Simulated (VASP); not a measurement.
Level of theory: PBE GGA, VASP's PBE PAW potentials (set 64) (plane waves; VASP 6.6.1).

A VASP calculation is set up with these files.

POSCAR:
```
Ni3Si
1
    3.5747680498     0.0000000000     0.0000000000
    0.0000000000     3.5747680498     0.0000000000
    0.0000000000     0.0000000000     3.5747680498
Si Ni
1 3
Direct
  0.0000000000   0.0000000000   0.0000000000
  0.0000000000   0.5000000000   0.5000000000
  0.5000000000   0.0000000000   0.5000000000
  0.5000000000   0.5000000000   0.0000000000
```

**KPOINTS**
```
kpoints
0
gamma
9 9 9
```

**INCAR**
```
SYSTEM = Ni3Si
PREC = Accurate
ENCUT = 520
EDIFF = 1E-7
NELM = 100
ALGO = Normal
LREAL = .FALSE.
LASPH = .TRUE.
ISMEAR = 1
SIGMA = 0.1
GGA = PE
LMAXMIX = 4
LWAVE = .FALSE.
LCHARG = .FALSE.
ISIF = 2
```

POTCAR, in this order: Si Ni (PBE.64 set). Program: vasp_std.

What does the run give for the energy per atom (σ→0), pressure, band gap (on the k-mesh)?

```
Quantity                                                     Value
------------------------  ----------------------------------------
energy per atom (σ→0)                               -5.897 eV/atom
band gap (on the k-mesh)  none (metal, semimetal or under 0.01 eV)
pressure                                                -10.69 GPa
```

**OSZICAR**
```
...
DAV:  10    -0.235898806115E+02    0.23232E-02   -0.32643E-03  1960   0.445E-01    0.248E-01
DAV:  11    -0.235894237519E+02    0.45686E-03   -0.89958E-04  2266   0.351E-01    0.544E-02
DAV:  12    -0.235894133948E+02    0.10357E-04   -0.12083E-04  1591   0.128E-01    0.149E-02
DAV:  13    -0.235894124953E+02    0.89952E-06   -0.84011E-06  1711   0.190E-02    0.842E-03
DAV:  14    -0.235894119499E+02    0.54535E-06   -0.64887E-07  1722   0.904E-03    0.266E-03
DAV:  15    -0.235894118080E+02    0.14188E-06   -0.21489E-07  1186   0.569E-03    0.745E-04
DAV:  16    -0.235894118249E+02   -0.16871E-07   -0.18724E-08   840   0.167E-03
   1 F= -.23589412E+02 E0= -.23589500E+02  d E =0.265137E-03
```

The compound is Ni3Si in the L1_2 structure. This cell is one point of a volume scan, at 1.06 of the reference volume. The run is not spin-polarised, so no magnetic state was tried.
